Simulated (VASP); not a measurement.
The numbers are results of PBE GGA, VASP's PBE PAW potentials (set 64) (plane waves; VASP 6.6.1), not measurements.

The input files of a VASP run:

**KPOINTS**
```
Automatic mesh
0
Gamma
7 7 7
0 0 0
```

### POSCAR
```
VSe2
1
    1.5802940000     0.9123830000     6.1186630000
   -1.5802940000     0.9123830000     6.1186630000
    0.0000000000    -1.8247660000     6.1186630000
V Se
1 2
Direct
  0.0000000000   0.0000000000   0.0000000000
  0.7523000000   0.7523000000   0.7523000000
  0.5810000000   0.5810000000   0.5810000000
```

### INCAR
```
SIGMA  =  0.05   # width (eV)
ISIF  =  2   # forces and stress, cell fixed
LREAL  =  .FALSE.   # projection in real space or not
EDIFF  =  1E-6
NELM  =  100   # most electronic steps
GGA  =  PE   # PBE
LASPH  =  .TRUE.
ENCUT  =  400
LWAVE  =  .FALSE.
ISPIN  =  2
LCHARG  =  .FALSE.
MAGMOM  =  2.0 0.0 0.0
ALGO  =  Conjugate
LMAXMIX  =  4   # l cut-off of mixed one-centre charges
LORBIT  =  10
SYSTEM  =  VSe2
PREC  =  Accurate
ISMEAR  =  0   # Gaussian
```

POTCAR, in this order: V_sv Se (PBE.64 set). Program: vasp_std.

Output of the run:

**OSZICAR**
```
       N       E                     dE             d eps       ncg     rms           ort
DAV:   1     0.174953060842E+03    0.17495E+03   -0.11530E+04   748   0.123E+03
DAV:   2    -0.945106586081E+01   -0.18440E+03   -0.18164E+03   748   0.338E+02
DAV:   3    -0.193841645586E+02   -0.99331E+01   -0.96895E+01   748   0.738E+01
DAV:   4    -0.195399917937E+02   -0.15583E+00   -0.15549E+00   748   0.882E+00
DAV:   5    -0.195411481756E+02   -0.11564E-02   -0.11562E-02   748   0.808E-01
SDA:   6    -0.901024870019E+01    0.10531E+02   -0.11562E-02   748   0.741E+02   0.000E+00
CGA:   7    -0.164472158391E+02   -0.74370E+01   -0.59276E+01   748   0.609E+01   0.138E+02
CGA:   8    -0.172209774097E+02   -0.77376E+00   -0.69154E+00   748   0.216E+01   0.471E+00
CGA:   9    -0.175593201871E+02   -0.33834E+00   -0.33775E+00   748   0.103E+01   0.306E-02
CGA:  10    -0.176584975727E+02   -0.99177E-01   -0.99099E-01   748   0.346E+00   0.226E-02
CGA:  11    -0.177071590256E+02   -0.48661E-01   -0.48698E-01   748   0.201E+00   0.543E-04
CGA:  12    -0.177323052942E+02   -0.25146E-01   -0.24704E-01   748   0.955E-01  -0.181E-02
CGA:  13    -0.177451902410E+02   -0.12885E-01   -0.12908E-01   748   0.407E-01   0.333E-03
CGA:  14    -0.177502194299E+02   -0.50292E-02   -0.49934E-02   748   0.258E-01  -0.215E-03
CGA:  15    -0.177554479140E+02   -0.52285E-02   -0.52437E-02   748   0.214E-01  -0.261E-03
CGA:  16    -0.177585587774E+02   -0.31109E-02   -0.31089E-02   748   0.186E-01  -0.618E-04
CGA:  17    -0.177627136374E+02   -0.41549E-02   -0.42486E-02   748   0.177E-01  -0.108E-02
CGA:  18    -0.177650283799E+02   -0.23147E-02   -0.23174E-02   748   0.145E-01  -0.739E-05
CGA:  19    -0.177674287133E+02   -0.24003E-02   -0.23976E-02   748   0.766E-02   0.482E-03
CGA:  20    -0.177684931210E+02   -0.10644E-02   -0.10572E-02   748   0.514E-02  -0.256E-04
CGA:  21    -0.177693179578E+02   -0.82484E-03   -0.82480E-03   748   0.233E-02   0.260E-04
CGA:  22    -0.177696069798E+02   -0.28902E-03   -0.28960E-03   748   0.139E-02  -0.463E-05
CGA:  23    -0.177698504978E+02   -0.24352E-03   -0.24367E-03   748   0.680E-03  -0.733E-05
CGA:  24    -0.177699565301E+02   -0.10603E-03   -0.10603E-03   748   0.562E-03  -0.147E-05
CGA:  25    -0.177700494168E+02   -0.92887E-04   -0.92927E-04   748   0.247E-03  -0.652E-05
CGA:  26    -0.177700979312E+02   -0.48514E-04   -0.48664E-04   748   0.272E-03  -0.419E-05
CGA:  27    -0.177701394153E+02   -0.41484E-04   -0.41487E-04   748   0.117E-03   0.111E-05
CGA:  28    -0.177701651567E+02   -0.25741E-04   -0.25542E-04   748   0.133E-03   0.387E-05
CGA:  29    -0.177701864630E+02   -0.21306E-04   -0.21342E-04   748   0.676E-04   0.221E-05
CGA:  30    -0.177702031096E+02   -0.16647E-04   -0.16466E-04   748   0.550E-04   0.247E-05
CGA:  31    -0.177702106124E+02   -0.75028E-05   -0.75591E-05   748   0.276E-04   0.166E-05
CGA:  32    -0.177702177857E+02   -0.71733E-05   -0.73140E-05   748   0.165E-04  -0.159E-05
CGA:  33    -0.177702200809E+02   -0.22953E-05   -0.22329E-05   748   0.974E-05  -0.178E-05
CGA:  34    -0.177702216987E+02   -0.16178E-05   -0.16267E-05   748   0.433E-05  -0.758E-06
CGA:  35    -0.177702224446E+02   -0.74587E-06   -0.74452E-06   748   0.404E-05   0.201E-06
   1 F= -.17770222E+02 E0= -.17769665E+02  d E =-.111455E-02  mag=     0.5050
```

OUTCAR:
```
------------------------ aborting loop because EDIFF is reached ----------------------------------------
  FORCE on cell =-STRESS in cart. coord.  units (eV):
  Direction    XX          YY          ZZ          XY          YZ          ZX
  --------------------------------------------------------------------------------------
  Total        4.9713326      4.9713308      3.9936719      0.0000000     -0.0000000      0.0000000
  in kB      150.4736809    150.4736261    120.8815747      0.0000000     -0.0000000      0.0000000
  external PRESSURE =     140.6096272 kB  Pullay stress =       0.0000000 kB
  volume of cell :       52.93
      direct lattice vectors                 reciprocal lattice vectors
     1.580294000  0.912383000  6.118663000     0.316396822  0.182671824  0.054478132
    -1.580294000  0.912383000  6.118663000    -0.316396822  0.182671824  0.054478132
     0.000000000 -1.824766000  6.118663000     0.000000000 -0.365343648  0.054478132
 POSITION                                       TOTAL-FORCE (eV/Angst)
 -----------------------------------------------------------------------------------
      0.00000      0.00000      0.00000         0.000000     -0.000000      0.061126
      0.00000      0.00000     13.80921         0.000000     -0.000000      0.880709
      0.00000      0.00000     10.66483         0.000000      0.000000     -0.941835
 -----------------------------------------------------------------------------------
    total drift:                               -0.000000      0.000010      0.000768
  FREE ENERGIE OF THE ION-ELECTRON SYSTEM (eV)
  ---------------------------------------------------
  free  energy   TOTEN  =       -17.7702224446 eV

  energy  without entropy=      -17.7691078978  energy(sigma->0) =      -17.76966517

 total charge

# of ion       s       p       d       tot
------------------------------------------
    1        2.253   6.257   3.191  11.701
    2        1.484   2.364   0.070   3.918
    3        1.484   2.364   0.069   3.918
--------------------------------------------------
tot          5.221  10.984   3.330  19.536

 magnetization (x)

# of ion       s       p       d       tot
------------------------------------------
    1        0.005   0.006   0.453   0.463
    2       -0.001  -0.013   0.003  -0.011
    3       -0.000  -0.014   0.003  -0.011
--------------------------------------------------
tot          0.004  -0.022   0.458   0.440
```
(Selected blocks of OUTCAR.)

OUTCAR:
```
 val. band max:        6.4307339538   @ k =   0.0000   0.0000   0.0000

 cond. band min:       6.4912998803   @ k =   0.1429  -0.0000  -0.0000


 Fermi energy:         6.4905856807

 spin component 1

 k-point     1 :       0.0000    0.0000    0.0000
  band No.  band energies     occupation
      1     -57.8164      1.00000
      2     -31.6715      1.00000
      3     -31.6715      1.00000
      4     -31.6575      1.00000
      5      -8.6438      1.00000
      6      -7.0060      1.00000
      7      -0.0958      1.00000
      8       4.8637      1.00000
      9       4.8637      1.00000
     10       5.8399      1.00000
     11       5.8399      1.00000
     12       6.0935      1.00000
     13       6.4307      0.95313
     14       9.5596      0.00000
     15       9.5596      0.00000
     16       9.9423      0.00000
     17       9.9423      0.00000

 k-point     2 :       0.1429   -0.0000   -0.0000
  band No.  band energies     occupation
      1     -57.8129      1.00000
      2     -31.7018      1.00000
      3     -31.6783      1.00000
      4     -31.6508      1.00000
      5      -8.3196      1.00000
      6      -6.7986      1.00000
      7       0.2697      1.00000
      8       4.0919      1.00000
      9       4.8984      1.00000
     10       5.0640      1.00000
     11       5.4317      1.00000
     12       6.0790      1.00000
     13       6.4913      0.48744
     14       8.7353      0.00000
     15       9.1068      0.00000
     16       9.4370      0.00000
     17       9.7474      0.00000

 k-point     3 :       0.2857    0.0000   -0.0000
  band No.  band energies     occupation
      1     -57.8057      1.00000
      2     -31.7706      1.00000
      3     -31.6941      1.00000
      4     -31.6360      1.00000
      5      -7.4508      1.00000
      6      -6.2516      1.00000
      7       1.0936      1.00000
      8       2.3160      1.00000
      9       3.1685      1.00000
...
```

The all-band solver leaves the empty bands unoptimised. The moments were started parallel, and other spin orders were not tried in this run.

The structure was generated: VSe2 was put into the 3R-MoS2 type (R3m), which need not be its known phase. The cell was not relaxed at this level. The run is one of a series of settings (ALGO = Conjugate against the base run), some of them coarse on purpose.
